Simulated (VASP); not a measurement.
Computed with PBEsol GGA, VASP's PBE PAW potentials (set 64) (plane waves; VASP 6.6.1).

VASP ran on this input.

POSCAR:
```
TiOs
1
    3.0596763066    -0.0000000000    -0.0000000000
   -0.0000000000     3.0596763066     0.0000000000
    0.0000000000     0.0000000000     3.0596763066
Os Ti
1 1
Direct
  0.0000000000   0.0000000000   0.0000000000
  0.5000000000   0.5000000000   0.5000000000
```

INCAR:
```
ALGO  =  Normal
EDIFF  =  1E-7
ENCUT  =  400
GGA  =  PS
ISIF  =  2
ISMEAR  =  -5
LASPH  =  T
LCHARG  =  T
LMAXMIX  =  6
LORBIT  =  11
LREAL  =  F
LWAVE  =  F
NEDOS  =  601
NELM  =  100
PREC  =  Accurate
SYSTEM  =  TiOs
```

File KPOINTS:
```
Automatic
0
Gamma
  13 13 13
```

POTCAR, in this order: Os Ti_sv (PBE.64 set). Program: vasp_std.

What VASP printed:

File OSZICAR:
```
       N       E                     dE             d eps       ncg     rms          rms(c)
DAV:   1     0.151130791541E+03    0.15113E+03   -0.92807E+03  2424   0.140E+03
DAV:   2    -0.752373905026E+01   -0.15865E+03   -0.15518E+03  2472   0.406E+02
DAV:   3    -0.237049421223E+02   -0.16181E+02   -0.16017E+02  4446   0.114E+02
DAV:   4    -0.241866851660E+02   -0.48174E+00   -0.48146E+00  2490   0.177E+01
DAV:   5    -0.242073680335E+02   -0.20683E-01   -0.20681E-01  3678   0.286E+00    0.169E+01
DAV:   6    -0.227190884441E+02    0.14883E+01   -0.12198E+01  3416   0.388E+01    0.104E+01
DAV:   7    -0.222384546886E+02    0.48063E+00   -0.69321E+00  3640   0.202E+01    0.436E+00
DAV:   8    -0.220158196135E+02    0.22264E+00   -0.13429E+00  3326   0.121E+01    0.131E+00
DAV:   9    -0.220129573687E+02    0.28622E-02   -0.65636E-02  2934   0.343E+00    0.247E-01
DAV:  10    -0.220137499476E+02   -0.79258E-03   -0.27659E-03  3130   0.532E-01    0.109E-01
DAV:  11    -0.220138238287E+02   -0.73881E-04   -0.31140E-04  2978   0.195E-01    0.478E-02
DAV:  12    -0.220137439711E+02    0.79858E-04   -0.12586E-04  3530   0.860E-02    0.765E-03
DAV:  13    -0.220137415737E+02    0.23974E-05   -0.16804E-06  2558   0.119E-02    0.478E-03
DAV:  14    -0.220137399254E+02    0.16483E-05   -0.76427E-07  2644   0.545E-03    0.179E-03
DAV:  15    -0.220137412694E+02   -0.13440E-05   -0.11342E-07  1484   0.470E-03    0.705E-04
DAV:  16    -0.220137411429E+02    0.12650E-06   -0.17530E-08  1284   0.135E-03    0.305E-04
DAV:  17    -0.220137412846E+02   -0.14171E-06   -0.74304E-09  1212   0.108E-03    0.172E-04
DAV:  18    -0.220137412250E+02    0.59522E-07   -0.24229E-09  1212   0.616E-04
   1 F= -.22013741E+02 E0= -.22013741E+02  d E =0.000000E+00
```

**OUTCAR**
```
------------------------ aborting loop because EDIFF is reached ----------------------------------------
  FORCE on cell =-STRESS in cart. coord.  units (eV):
  Direction    XX          YY          ZZ          XY          YZ          ZX
  --------------------------------------------------------------------------------------
  Total        0.0485147      0.0485147      0.0485147      0.0000000      0.0000000      0.0000000
  in kB        2.7136735      2.7136735      2.7136735      0.0000000      0.0000000      0.0000000
  external PRESSURE =       2.7136735 kB  Pullay stress =       0.0000000 kB
  volume of cell :       28.64
      direct lattice vectors                 reciprocal lattice vectors
     3.059676307  0.000000000  0.000000000     0.326831959  0.000000000  0.000000000
     0.000000000  3.059676307  0.000000000     0.000000000  0.326831959  0.000000000
     0.000000000  0.000000000  3.059676307     0.000000000  0.000000000  0.326831959
 POSITION                                       TOTAL-FORCE (eV/Angst)
 -----------------------------------------------------------------------------------
      0.00000      0.00000      0.00000         0.000000      0.000000      0.000000
      1.52984      1.52984      1.52984         0.000000      0.000000      0.000000
 -----------------------------------------------------------------------------------
    total drift:                               -0.000000      0.000000      0.000000
  FREE ENERGIE OF THE ION-ELECTRON SYSTEM (eV)
  ---------------------------------------------------
  free  energy   TOTEN  =       -22.0137412250 eV

  energy  without entropy=      -22.0137412250  energy(sigma->0) =      -22.01374123

 total charge

# of ion       s       p       d       tot
------------------------------------------
    1        0.686   0.631   6.082   7.400
    2        2.251   6.243   1.914  10.408
--------------------------------------------------
tot          2.937   6.874   7.997  17.808
```
(Selected blocks of OUTCAR.)

For a metal the tetrahedron method with Blöchl corrections gives inexact stress and forces.

The structure comes from a measured TiOs entry (Pm-3m) of the Crystallography Open Database, whose conditions weren't checked. It was relaxed first.
